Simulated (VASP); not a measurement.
All values below come from optB88-vdW, VASP's PBE PAW potentials (set 64) (plane waves; VASP).

A VASP calculation is set up with these files.

**POSCAR**
```
WS2 bilayer
1.0
  3.1928803117   0.0000000000   0.0000000000
 -1.5964401558   2.7651154394   0.0000000000
  0.0000000000   0.0000000000  25.7262253684
W S
2 4
Cart
  1.5964417523   0.9217042248   9.7305280142
 -0.0000015964   1.8434112146  15.9956973542
 -0.0000015964   1.8434112146  11.3086641773
 -0.0000015964   1.8434112146   8.1531943396
  1.5964417523   0.9217042248  17.5730310288
  1.5964417523   0.9217042248  14.4175611911
```

**KPOINTS**
```
Automatic
0
Gamma
  12 12 1
```

### INCAR
```
AGGAC = 0.0
ALGO = Normal
EDIFF = 1E-6
ENCUT = 400
GGA = BO
ISMEAR = 0
LASPH = .True.
LCHARG = .False.
LMAXMIX = 6
LORBIT = 11
LREAL = .False.
LUSE_VDW = .True.
LVHAR = .True.
LWAVE = .False.
NELM = 100
NELMIN = 4
PARAM1 = 0.1833333333
PARAM2 = 0.22
PREC = Normal
SIGMA = 0.05
SYSTEM = WS2 bilayer
```

POTCAR, in this order: W_sv S (PBE.64 set). Program: vasp_std. Read from the step before: WAVECAR.

Task: Predict the energy per atom (σ→0).

Result: 
* **energy per atom (σ→0)**: -5.740 eV/atom

File OSZICAR:
```
...
DAV:   9    -0.344414603758E+02   -0.44847E-04   -0.11435E-05  1258   0.183E-02    0.167E-02
DAV:  10    -0.344414667564E+02   -0.63806E-05   -0.96265E-06  1287   0.155E-02    0.145E-02
DAV:  11    -0.344414583754E+02    0.83809E-05   -0.94596E-06  1287   0.141E-02    0.134E-02
DAV:  12    -0.344414540620E+02    0.43134E-05   -0.66285E-07  1007   0.512E-03    0.131E-02
DAV:  13    -0.344414451000E+02    0.89620E-05   -0.14321E-06  1128   0.438E-03    0.122E-02
DAV:  14    -0.344414488070E+02   -0.37070E-05   -0.24740E-05  1253   0.157E-02    0.965E-03
DAV:  15    -0.344414489514E+02   -0.14434E-06   -0.12254E-06  1108   0.539E-03
   1 F= -.34441449E+02 E0= -.34441449E+02  d E =-.328649E-24
```

The cell is a sheet with vacuum, built from WS2 (2H layered).
